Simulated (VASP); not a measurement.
## BaTe (relaxed from the rock salt structure, space group Fm-3m): computed properties

Method: PBE GGA, VASP's PBE PAW potentials (set 64) (plane waves; VASP 6.6.1).

```json
{
  "space_group": "Fm-3m (225)",
  "cell": "a = 7.088 Å, b = 7.088 Å, c = 7.088 Å, α = 90.00°, β = 90.00°, γ = 90.00°",
  "volume_per_atom": "44.51 Å³/atom",
  "band gap (over mesh and band path)": "1.60 eV",
  "smallest direct gap (over mesh and band path)": "1.98 eV",
  "band_edge_character": "indirect, Γ to X",
  "density": "4.94 g/cm³"
}
```

```cif
data_BaTe
_chemical_formula_sum 'Ba1 Te1'
_space_group_name_H-M_alt 'P 1'
_space_group_IT_number 1
_cell_length_a 5.01200
_cell_length_b 5.01200
_cell_length_c 5.01200
_cell_angle_alpha 60.000
_cell_angle_beta 60.000
_cell_angle_gamma 60.000
loop_
_space_group_symop_operation_xyz
  'x, y, z'
loop_
_atom_site_label
_atom_site_type_symbol
_atom_site_fract_x
_atom_site_fract_y
_atom_site_fract_z
_atom_site_occupancy
Ba1 Ba 0.00000 0.00000 0.00000 1
Te1 Te 0.50000 0.50000 0.50000 1
```

Unless said otherwise, spin-orbit coupling is left out, though it shifts the bands of the heavy elements here.

The structure was generated: BaTe was put into the rock salt type (Fm-3m), which need not be its known phase. It was relaxed first, which changed the volume by -20 %. Symmetry was kept, so distortions that lower it aren't found.
